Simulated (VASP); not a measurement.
Consider the following.

```
CELL_PARAMETERS angstrom
      0.00000     3.57957     3.57957
      3.57957     0.00000     3.57957
      3.57957     3.57957     0.00000
ATOMIC_POSITIONS crystal
  Y  0.00000 0.00000 0.00000
  Se 0.25000 0.25000 0.25000
```

Method: r2SCAN meta-GGA, VASP's PBE PAW potentials (set 64) (plane waves; VASP). Numerical set-up: 400 eV cut-off, 8×8×8 Γ-centred mesh, first-order Methfessel-Paxton smearing of 0.10 eV, potentials Y_sv Se.

Energy and stress use the plane-wave basis of the starting cell.

### Question
The ions, cell shape and volume are relaxed. What does this cell relax into?

### Answer

```
CELL_PARAMETERS angstrom
      0.00000     3.18558     3.18558
      3.18558     0.00000     3.18558
      3.18558     3.18558     0.00000
ATOMIC_POSITIONS crystal
  Y  0.00000 0.00000 0.00000
  Se 0.25000 0.25000 0.25000
```
Space group F-43m (216), at a tolerance of 0.03 Å.

### Question
How do energy and volume change from the first to the last step?

### Answer
The energy (σ→0) changes by -526.5 meV/atom and the volume by -29.5 %, in 3 ionic steps.

```csv
step,E(σ→0) (eV),max force (eV/Å),pressure (GPa),volume (Å³)
1,-36.7439,0.000,-9.21,91.73
2,-37.7570,0.000,3.68,60.99
3,-37.7969,0.000,0.01,64.65
```

The structure was generated: YSe was put into the zinc blende type (F-43m), which need not be its known phase. This run relaxes it. Symmetry was kept, so distortions that lower it aren't found. The electron count is odd and the run is not spin-polarised, which forces a metal.
